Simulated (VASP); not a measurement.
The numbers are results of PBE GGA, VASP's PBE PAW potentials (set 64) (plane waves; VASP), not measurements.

The input files of a VASP run:

**INCAR**
```
SYSTEM = SrVO3
PREC = Accurate; ENCUT = 620; LREAL = .FALSE.
LASPH = .TRUE.
EDIFF = 1E-6; NELM = 100; ALGO = Normal
LMAXMIX = 4
ISMEAR = 1; SIGMA = 0.1
GGA = PE
IBRION = 2; NSW = 40; ISIF = 3
EDIFFG = -0.02; PSTRESS = 50
LWAVE = .FALSE.; LCHARG = .FALSE.
```

**KPOINTS**
```
Automatic mesh
0
Gamma
8 8 8
0 0 0
```

POSCAR:
```
SrVO3
1
    3.8637527914     0.0000000000     0.0000000000
    0.0000000000     3.8637527914     0.0000000000
    0.0000000000     0.0000000000     3.8637527914
Sr V O
1 1 3
Direct
  0.0000000000   0.0000000000   0.0000000000
  0.5000000000   0.5000000000   0.5000000000
  0.5000000000   0.0000000000   0.5000000000
  0.0000000000   0.5000000000   0.5000000000
  0.5000000000   0.5000000000   0.0000000000
```

POTCAR, in this order: Sr_sv V_sv O (PBE.64 set). Program: vasp_std.

Energy and stress use the plane-wave basis of the starting cell.

### Question
What does the run give for the energy per atom (σ→0), volume per atom, band gap (on the k-mesh)?

### Answer

```
Quantity                                                     Value
------------------------  ----------------------------------------
energy per atom (σ→0)                               -7.852 eV/atom
band gap (on the k-mesh)  none (metal, semimetal or under 0.01 eV)
volume per atom                                      11.22 Å³/atom
```

File OSZICAR:
```
...
DAV:   4    -0.392628241268E+02    0.15741E-01   -0.72398E-02  2096   0.265E+00    0.540E-01
DAV:   5    -0.392621961395E+02    0.62799E-03   -0.74603E-03  2496   0.581E-01    0.460E-01
DAV:   6    -0.392626418071E+02   -0.44567E-03   -0.40352E-03  1984   0.378E-01    0.205E-01
DAV:   7    -0.392624204213E+02    0.22139E-03   -0.17611E-03  2184   0.248E-01    0.505E-02
DAV:   8    -0.392624305083E+02   -0.10087E-04   -0.14283E-04  2792   0.680E-02    0.206E-02
DAV:   9    -0.392624274737E+02    0.30346E-05   -0.23904E-05  1944   0.304E-02    0.287E-03
DAV:  10    -0.392624277061E+02   -0.23239E-06   -0.81254E-07  1040   0.653E-03
   3 F= -.37510951E+02 E0= -.37510190E+02  d E =-.262235E-01
```

The compound is SrVO3 in the cubic perovskite structure. This run relaxes it under an external pressure of 5 GPa. Symmetry was kept, so distortions that lower it aren't found. The run is not spin-polarised, so no magnetic state was tried. The electron count is odd and the run is not spin-polarised, which forces a metal.
